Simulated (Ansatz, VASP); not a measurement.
# Cross-check of NaPbBr3 between VASP and Ansatz, part 2 of 2

Aim: how closely do two programs agree when they are given the same cell, functional and k mesh? The cell is generated by rule, not measured, and may not be a known phase. The cell is taken from a series of runs on this material, whose earlier steps may have relaxed, scaled, displaced or heated it; both programs get it as it stands.

VASP 6.6.1 and Ansatz 0.2.0.

So far: Starting point; VASP: relaxation of cell and atoms, PBE, pair 1; Ansatz: relaxation of cell and atoms, PBE, pair 1; Differences.

**5. VASP: relaxation of cell and atoms, PBE, pair 2**

Level of this step: PBE; plane waves and PAW (Na_pv, Pb_d, Br); invented cell (VASP).

The relaxed volume is the usual yardstick between codes: in a stiff, nearly cubic crystal its relative difference is about their pressure difference at one cell divided by the bulk modulus. Its start cell is another than that of the pair before, and may be another structure of the material.

INCAR

```
SYSTEM = NaPbBr3
PREC = Accurate
ENCUT = 500
EDIFF = 1E-07
NELM = 120
ISMEAR = 0
SIGMA = 0.01
LREAL = .FALSE.
ALGO = Normal
GGA = PE
NBANDS = 27
LORBIT = 11
LWAVE = .FALSE.
LCHARG = .FALSE.
ISIF = 3
IBRION = 2
NSW = 80
EDIFFG = -0.005
LASPH = .TRUE.
GGA_COMPAT = .FALSE.
NELMIN = 4
EFERMI = MIDGAP
KPAR = 2
```

POSCAR

```
NaPbBr3
1.0
    5.9545000000      0.0000000000      0.0000000000
    0.0000000000      5.9545000000      0.0000000000
    0.0000000000      0.0000000000      6.2412980000
Na Pb Br
1 1 3
Direct
    0.0000000000      0.0000000000      0.2985105021
    0.5000000000      0.5000000000      0.5082178419
    0.0000000000      0.5000000000      0.4041640056
    0.5000000000      0.5000000000      0.9542380447
    0.5000000000      0.0000000000      0.4041640056
```

KPOINTS

```
Automatic mesh
0
Gamma
4 4 4
0 0 0
```

Potentials, in the order of the species: Na_pv, Pb_d and Br (PBE family, release 64).

Launch:

```sh
$ mpirun -np 2 vasp_std
```

Numbers of over 12 decimals in the logs are rounded to 6 here.

What it wrote:

```text
[... set-up lines as in an earlier step ...]
 entering main loop
       N       E                     dE             d eps       ncg     rms          rms(c)
DAV:   1     0.391080134718E+03    0.39108E+03   -0.18094E+04   980   0.134E+03
DAV:   2     0.343089593892E+02   -0.35677E+03   -0.34831E+03  1135   0.334E+02
DAV:   3    -0.140463407039E+02   -0.48355E+02   -0.47705E+02  1200   0.135E+02
DAV:   4    -0.160123196475E+02   -0.19660E+01   -0.19591E+01  1176   0.349E+01
[...]
DAV:  13    -0.152767505543E+02    0.14472E-06   -0.10779E-05  1044   0.269E-02    0.444E-03
DAV:  14    -0.152767478564E+02    0.26979E-05   -0.25523E-06  1056   0.834E-03    0.210E-03
DAV:  15    -0.152767478315E+02    0.24946E-07   -0.38718E-07   921   0.510E-03
   1 F= -.15276748E+02 E0= -.15276748E+02  d E =-.152767E+02
[...]
N       E                     dE             d eps       ncg     rms          rms(c)
DAV:   1    -0.152769260805E+02   -0.17822E-03   -0.50887E-03  1355   0.781E-01    0.701E-02
DAV:   2    -0.152767859630E+02    0.14012E-03   -0.31129E-04  1236   0.176E-01    0.275E-02
DAV:   3    -0.152767616336E+02    0.24329E-04   -0.10394E-04  1290   0.101E-01    0.938E-03
DAV:   4    -0.152767624653E+02   -0.83171E-06   -0.34037E-06  1176   0.119E-02    0.412E-03
DAV:   5    -0.152767628524E+02   -0.38706E-06   -0.32751E-07   987   0.553E-03    0.944E-04
DAV:   6    -0.152767628757E+02   -0.23312E-07   -0.53112E-08   685   0.272E-03
   2 F= -.15276763E+02 E0= -.15276763E+02  d E =-.150442E-04
 trial-energy change:   -0.000015  1 .order   -0.000014   -0.000020   -0.000009
 step:   1.5569(harm=  1.8272)  dis= 0.00014  next Energy=   -15.276765 (dE=-0.177E-04)
 reached required accuracy - stopping structural energy minimisation
```

Parts of OUTCAR (step 5):

```text
  Total       -0.0114264     -0.0114264     -0.0091057      0.0000000      0.0000000      0.0000000
  in kB       -0.0827871     -0.0827871     -0.0659729      0.0000000      0.0000000      0.0000000
  external PRESSURE =      -0.0771824 kB  Pullay stress =       0.0000000 kB

 POSITION                                       TOTAL-FORCE (eV/Angst)
 -----------------------------------------------------------------------------------
      5.95282      5.95282      1.86283         0.000000      0.000000     -0.000400
      2.97641      2.97641      3.17127         0.000000     -0.000000     -0.004213
      5.95282      2.97641      2.52219         0.000000     -0.000000      0.000557
      2.97641      2.97641      5.95490         0.000000     -0.000000      0.003498
      2.97641      5.95282      2.52219         0.000000     -0.000000      0.000557
 -----------------------------------------------------------------------------------
    total drift:                                0.000000     -0.000000      0.000628

  FREE ENERGIE OF THE ION-ELECTRON SYSTEM (eV)
  ---------------------------------------------------
  free  energy   TOTEN  =       -15.2767628757 eV

  energy  without entropy=      -15.2767628757  energy(sigma->0) =      -15.27676288

[... 1 part as in an earlier step ...]

[... 3 further parts left out ...]
[key lines of the parts left out:]
E-fermi :   0.3986
```

**6. Ansatz: relaxation of cell and atoms, PBE, pair 2**

The same cell, functional and mesh now go to Ansatz, which takes its cutoff from its data sets.

The cell is taken from a series of runs on this material, whose earlier steps may have relaxed, scaled, displaced or heated it; both programs get it as it stands.

input.yaml

```yaml
crystal:
  lattice:
    - [5.9545004669, 0.0, 0.0]
    - [0.0, 5.9545004669, 0.0]
    - [0.0, 0.0, 6.241297773]
  atoms:
    - { symbol: Na, position: [0.0, 0.0, 0.2985105411] }
    - { symbol: Pb, position: [0.5, 0.5, 0.5082178678] }
    - { symbol: Br, position: [0.0, 0.5, 0.4041640423] }
    - { symbol: Br, position: [0.5, 0.5, 0.9542380005] }
    - { symbol: Br, position: [0.5, 0.0, 0.4041640423] }
kpoints:
  mp_grid: { grid: [4, 4, 4] }
hamiltonian:
  xc: pbe
  pseudopotentials: { kind: nc }
scf:
  occupations: { method: fixed }
output:
  forces: true
  stress: true
  eigenvalues: true
relax:
  adjacent_minimum: "off"
  f_tol: 0.001
  max_steps: 60
  cell: { stress_tol: 0.01 }
```

Launch:

```sh
$ ansatz run input.yaml --threads 8 --pin off --max-ram 14336MiB --backend cpu --events-out ev --progress --plain --runs-dir out
```

What it wrote:

```text
[...]
Crystal: 5 atoms, lattice volume = 221.292 Å³
Basis set: ecut = 1197.300995 eV, 20823 PW (Γ), exchange–correlation on 144×144×144 points (8 copies of the dense FFT grid, shifted against one another)
Bands: 27, of which v1, the nominal top of the filled ones, is band 22 counted from 1 (21 counted from 0)
Symmetry: 8 space group operations
[...]
cell:  # Å, volume = 221.2919 Å³
    - [5.9545004669, 0.0, 0.0]
    - [0.0, 5.9545004669, 0.0]
    - [0.0, 0.0, 6.241297773]
  atoms:
    - { symbol: Na, position: [0.0, 0.0, 0.2985105411] }
    - { symbol: Pb, position: [0.5, 0.5, 0.5082178678] }
    - { symbol: Br, position: [0.0, 0.5, 0.4041640423] }
    - { symbol: Br, position: [0.5, 0.5, 0.9542380005] }
    - { symbol: Br, position: [0.5, 0.0, 0.4041640423] }
[key lines of the parts left out:]
SCF converged after 6 iterations
Free energy (F): -5102.849143 eV
Fermi energy:    0.873223 eV
P = ⅓ Tr σ = 0.0019 GPa (0.019 kbar)
```

**7. Side by side**

What differs besides the data sets and the points named for the pairs above, as far as they apply: the data sets hold 44 valence electrons in Ansatz (on its NC files) and 42 in VASP. Total energies have different zeros and are not compared.

Both answers:

```csv
quantity,Ansatz,VASP,difference
volume (Å³),221.29,221.13,+0.07 %
"edge a after relaxation, in the typed setting (Å)",5.955,5.953,+0.03 %
"edge c after relaxation, in the typed setting (Å)",6.241,6.240,+0.01 %
```

**8. Summary of results**

| Quantity | Value |
| --- | --- |
| difference in volume (relaxation of cell and atoms, PBE, pair 1) | 0.076 % |
| difference in volume (relaxation of cell and atoms, PBE, pair 2) | 0.071 % |

**Reading.** The difference in volume is 0.076 % (relaxation of cell and atoms, PBE, pair 1), within the 1.2 % picked in this series as the mark of a large difference, as far as the stopping tolerances let one tell. The data sets hold unlike numbers of valence electrons (44 in Ansatz and 42 in VASP), so part of the differences comes from the potentials. How closely two codes agree says nothing of how well the functional describes the real material.

[Lines on the potential files, build, host, timing and source positions are cut from VASP's logs without a mark.]

[Logs are printed without paths, hosts, clocks, repeated set-up lines and the standing remarks that a program may print on its own settings, such as how far it seeks lower states.]

[Hosts, paths, dates, database ids (printed as entryN), source tags and the programs' standing remarks are cut or masked in the printed files.]
